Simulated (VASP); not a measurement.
OSZICAR of a VASP run on KCl (rock salt):

OSZICAR:
```
       N       E                     dE             d eps       ncg     rms          rms(c)
DAV:   1     0.900294701834E+02    0.90029E+02   -0.74505E+03   480   0.122E+03
DAV:   2    -0.181677929380E+02   -0.10820E+03   -0.99589E+02   640   0.283E+02
DAV:   3    -0.245886300877E+02   -0.64208E+01   -0.63799E+01   624   0.628E+01
DAV:   4    -0.248199561098E+02   -0.23133E+00   -0.23092E+00   856   0.113E+01
DAV:   5    -0.248210795622E+02   -0.11235E-02   -0.11234E-02   628   0.869E-01    0.302E+00
DAV:   6    -0.206055744731E+02    0.42155E+01   -0.15637E+00   608   0.130E+01    0.281E+00
DAV:   7    -0.204187630154E+02    0.18681E+00   -0.35992E-01   816   0.778E+00    0.937E-01
DAV:   8    -0.212857902837E+02   -0.86703E+00   -0.33644E-01   516   0.561E+00    0.106E+00
DAV:   9    -0.205512524059E+02    0.73454E+00   -0.18910E-01   496   0.570E+00    0.717E-01
DAV:  10    -0.206354050634E+02   -0.84153E-01   -0.12562E-01   484   0.457E+00    0.410E-01
DAV:  11    -0.206552676072E+02   -0.19863E-01   -0.13866E-02   512   0.180E+00    0.261E-01
DAV:  12    -0.206515043887E+02    0.37632E-02   -0.63398E-03   500   0.121E+00    0.252E-01
DAV:  13    -0.206723981002E+02   -0.20894E-01   -0.13080E-02   488   0.168E+00    0.463E-02
DAV:  14    -0.206821300050E+02   -0.97319E-02   -0.30091E-03   504   0.811E-01    0.202E-02
DAV:  15    -0.206821343822E+02   -0.43772E-05   -0.32653E-05   760   0.488E-02    0.255E-02
DAV:  16    -0.206820786126E+02    0.55770E-04   -0.98859E-05   540   0.159E-01    0.259E-02
DAV:  17    -0.206821510916E+02   -0.72479E-04   -0.13992E-04   504   0.185E-01    0.191E-02
DAV:  18    -0.206821634957E+02   -0.12404E-04   -0.14169E-05   536   0.579E-02    0.166E-02
DAV:  19    -0.206821629393E+02    0.55634E-06   -0.22203E-06   600   0.212E-02    0.135E-02
DAV:  20    -0.206821604259E+02    0.25134E-05   -0.33748E-06   544   0.252E-02    0.105E-02
DAV:  21    -0.206821611825E+02   -0.75653E-06   -0.13869E-06   532   0.177E-02    0.880E-03
DAV:  22    -0.206821608429E+02    0.33961E-06   -0.30913E-07   552   0.800E-03    0.814E-03
DAV:  23    -0.206821608175E+02    0.25333E-07   -0.33846E-08   444   0.259E-03
   1 F= -.20682161E+02 E0= -.20682161E+02  d E =-.299881E-11
```

Q: Which electronic solver shows in the log?

A: It is blocked Davidson (ALGO = Normal, or the opening steps of other solvers). The INCAR had ALGO = Normal.

Q: Can the final energy be trusted as converged?

A: The calculation finished and met its thresholds. It stopped with EDIFF = 1E-7, NELM = 100 (SCAN meta-GGA, plane waves, VASP's PBE PAW potentials (set 64)).

The compound is KCl in the rock salt structure. It was relaxed first.
